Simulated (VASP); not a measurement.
Output of a VASP run:

OUTCAR:
```
 ion  position               nearest neighbor table
   1  0.333  0.667  0.250-   2 2.21   2 2.21   2 2.21   2 2.21   2 2.21   2 2.21
   2  0.667  0.333  0.750-   1 2.21   1 2.21   1 2.21   1 2.21   1 2.21   1 2.21
  LATTYP: Found a hexagonal cell.
 ALAT       =     2.2658082464
 C/A-ratio  =     1.5717405311
 Subroutine PRICEL returns:
 Original cell was already a primitive cell.
 Subroutine GETGRP returns: Found 24 space group operations
The static configuration has the point symmetry D_3d.
 The point group associated with its full space group is D_6h.
The dynamic configuration has the point symmetry D_3d.
 Subroutine INISYM returns: Found 24 space group operations
 Subroutine IBZKPT returns following result:
 Found    222 irreducible k-points:

 Following reciprocal coordinates:
            Coordinates               Weight
  0.000000  0.000000  0.000000      1.000000
  0.055556  0.000000  0.000000      6.000000
  0.111111  0.000000  0.000000      6.000000
  0.166667  0.000000  0.000000      6.000000
  0.222222  0.000000  0.000000      6.000000
  0.277778  0.000000  0.000000      6.000000
  0.333333  0.000000  0.000000      6.000000
  0.388889  0.000000  0.000000      6.000000
  0.444444  0.000000  0.000000      6.000000
  0.500000  0.000000  0.000000      3.000000
  0.055556  0.055556  0.000000      6.000000
  0.111111  0.055556  0.000000     12.000000
  0.166667  0.055556  0.000000     12.000000
  0.222222  0.055556  0.000000     12.000000
  0.277778  0.055556  0.000000     12.000000
  0.333333  0.055556  0.000000     12.000000
  0.388889  0.055556  0.000000     12.000000
  0.444444  0.055556  0.000000     12.000000
  0.111111  0.111111  0.000000      6.000000
  0.166667  0.111111  0.000000     12.000000
  0.222222  0.111111  0.000000     12.000000
  0.277778  0.111111  0.000000     12.000000
  0.333333  0.111111  0.000000     12.000000
  0.388889  0.111111  0.000000     12.000000
  0.444444  0.111111  0.000000      6.000000
  0.166667  0.166667  0.000000      6.000000
  0.222222  0.166667  0.000000     12.000000
  0.277778  0.166667  0.000000     12.000000
  0.333333  0.166667  0.000000     12.000000
  0.388889  0.166667  0.000000     12.000000
  0.222222  0.222222  0.000000      6.000000
  0.277778  0.222222  0.000000     12.000000
  0.333333  0.222222  0.000000     12.000000
  0.388889  0.222222  0.000000      6.000000
  0.277778  0.277778  0.000000      6.000000
  0.333333  0.277778  0.000000     12.000000
  0.333333  0.333333  0.000000      2.000000
  0.000000  0.000000  0.100000      2.000000
  0.055556  0.000000  0.100000     12.000000
  0.111111  0.000000  0.100000     12.000000
   k-points           NKPTS =    222   k-points in BZ     NKDIM =    222   number of bands    NBANDS=      6
   number of dos      NEDOS =    301   number of ions     NIONS =      2
   total plane-waves  NPLWV =   7168
   dimension x,y,z NGX =    16 NGY =   16 NGZ =   28
   dimension x,y,z NGXF=    32 NGYF=   32 NGZF=   56
   ions per type =               2
   PREC   = accura    normal or accurate (medium, high low for compatibility)
   ISTART =      0    job   : 0-new  1-cont  2-samecut
   ICHARG =      2    charge: 1-file 2-atom 10-const
   ISPIN  =      1    spin polarized calculation?
   LNONCOLLINEAR =      F non collinear calculations
   LSORBIT =      F    spin-orbit coupling
   INIWAV =      1    electr: 0-lowe 1-rand  2-diag
   ENCUT  =  480.0 eV  35.28 Ry    5.94 a.u.   4.05  4.05  6.36*2*pi/ulx,y,z
   NELM   =    100;   NELMIN=  2; NELMDL= -5     # of ELM steps
   EDIFF  = 0.1E-06   stopping-criterion for ELM
   LREAL  =      F    real-space projection
   NLSPLINE    = F    spline interpolate recip. space projectors
   LMAXMIX     =    2 max onsite mixed and CHGCAR
   VOSKOWN=      0    Vosko Wilk Nusair interpolation
   EDIFFG = 0.1E-05   stopping-criterion for IOM
   NSW    =      0    number of steps for IOM
...
```

**OSZICAR**
```
       N       E                     dE             d eps       ncg     rms          rms(c)
DAV:   1    -0.429220884703E+01   -0.42922E+01   -0.17822E+03  2700   0.532E+02
DAV:   2    -0.892290974798E+01   -0.46307E+01   -0.43610E+01  4116   0.618E+01
DAV:   3    -0.895878261670E+01   -0.35873E-01   -0.35880E-01  3516   0.463E+00
DAV:   4    -0.895887300844E+01   -0.90392E-04   -0.90391E-04  3894   0.146E-01
DAV:   5    -0.895887308007E+01   -0.71629E-07   -0.71870E-07  3390   0.220E-03    0.130E+00
DAV:   6    -0.867730851672E+01    0.28156E+00   -0.95823E-02  2892   0.296E+00    0.762E-01
DAV:   7    -0.865636066706E+01    0.20948E-01   -0.15034E-02  2886   0.123E+00    0.130E-01
DAV:   8    -0.867799790997E+01   -0.21637E-01   -0.85293E-03  3078   0.889E-01    0.117E-02
DAV:   9    -0.867666344279E+01    0.13345E-02   -0.20432E-04  3402   0.153E-01    0.113E-02
DAV:  10    -0.867641411948E+01    0.24932E-03   -0.20030E-05  3168   0.460E-02    0.664E-03
DAV:  11    -0.867638982935E+01    0.24290E-04   -0.93123E-06  3324   0.233E-02    0.182E-03
DAV:  12    -0.867639198733E+01   -0.21580E-05   -0.28372E-06  3006   0.195E-02    0.191E-04
DAV:  13    -0.867639301828E+01   -0.10309E-05   -0.94473E-09  2898   0.104E-03    0.771E-05
DAV:  14    -0.867639238743E+01    0.63085E-06   -0.87253E-09  1692   0.699E-04    0.323E-05
DAV:  15    -0.867639275393E+01   -0.36650E-06   -0.14444E-09  1554   0.332E-04    0.579E-06
DAV:  16    -0.867639272990E+01    0.24027E-07   -0.29011E-11  1542   0.656E-05
   1 F= -.86763927E+01 E0= -.86763662E+01  d E =-.795088E-04
```

OUTCAR:
```
------------------------ aborting loop because EDIFF is reached ----------------------------------------
  FORCE on cell =-STRESS in cart. coord.  units (eV):
  Direction    XX          YY          ZZ          XY          YZ          ZX
  --------------------------------------------------------------------------------------
  Total       -0.0967580     -0.0967579      0.1968981      0.0000000     -0.0000000      0.0000000
  in kB       -9.7907574     -9.7907557     19.9237506      0.0000000     -0.0000000      0.0000000
  external PRESSURE =       0.1140792 kB  Pullay stress =       0.0000000 kB
  volume of cell :       15.83
      direct lattice vectors                 reciprocal lattice vectors
     1.132904196 -1.962247459  0.000000000     0.441343585 -0.254809860  0.000000000
     1.132904196  1.962247459  0.000000000     0.441343585  0.254809860  0.000000000
     0.000000000  0.000000000  3.561262657     0.000000000  0.000000000  0.280799283
 POSITION                                       TOTAL-FORCE (eV/Angst)
 -----------------------------------------------------------------------------------
      1.13290      0.65408      0.89032         0.000000      0.000000      0.000000
      1.13290     -0.65408      2.67095        -0.000000     -0.000000      0.000000
 -----------------------------------------------------------------------------------
    total drift:                                0.000000     -0.000003      0.000004
  FREE ENERGIE OF THE ION-ELECTRON SYSTEM (eV)
  ---------------------------------------------------
  free  energy   TOTEN  =        -8.6763927299 eV

  energy  without entropy=       -8.6763132211  energy(sigma->0) =       -8.67636623
```
(Selected blocks of OUTCAR.)

POSCAR:
```
Be
1
    1.1329041964    -1.9622474592     0.0000000000
    1.1329041964     1.9622474592     0.0000000000
    0.0000000000     0.0000000000     3.5612626566
Be
2
Direct
  0.3333330000   0.6666670000   0.2500000000
  0.6666670000   0.3333330000   0.7500000000
```

Problem. Write an INCAR and KPOINTS that could have produced this output.

Solution. This is not unique; one that fits is the input of the run itself, r2SCAN meta-GGA, plane waves, VASP's PBE PAW potentials (set 64).

**KPOINTS**
```
Automatic mesh
0
Gamma
18 18 10
0 0 0
```

INCAR:
```
SYSTEM = Be
LWAVE = .FALSE.
EDIFF = 1E-7   ! SCF stop (eV)
PREC = Accurate
LCHARG = .FALSE.
METAGGA = R2SCAN
NELM = 100   ! most electronic steps
ALGO = Normal
LMIXTAU = .TRUE.
ISMEAR = 1
SIGMA = 0.1   ! width (eV)
LREAL = .FALSE.
ENCUT = 480
LASPH = .TRUE.   ! aspherical one-centre terms
ISIF = 2
```

POTCAR, in this order: Be (PBE.64 set). Program: vasp_std.

The compound is Be in the hcp structure. It was relaxed first.
